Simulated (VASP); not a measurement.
Here is the system:

```
CeO2
1.0
    0.00000     2.68291     2.68291
    2.68291     0.00000     2.68291
    2.68291     2.68291     0.00000
Ce O
1 2
Cartesian
  0.00000   0.00000   0.00000
  1.34146   1.34146   1.34146
  4.02437   4.02437   4.02437
```

The numbers are results of SCAN meta-GGA, VASP's PBE PAW potentials (set 64) (plane waves; VASP), not measurements. Run with 520 eV cut-off, 7×7×7 Γ-centred mesh, Gaussian smearing of 0.050 eV, potentials Ce O.

Q: Give the stress tensor in GPa (positive for a compressed cell).

A: 
```
6.56  0.00  0.00
0.00  6.56  0.00
0.00  0.00  6.56
```
The pressure is its mean diagonal, 6.56 GPa.

The compound is CeO2 in the fluorite structure. This cell is one point of a volume scan, at 0.97 of the reference volume. The run is not spin-polarised, so no magnetic state was tried.
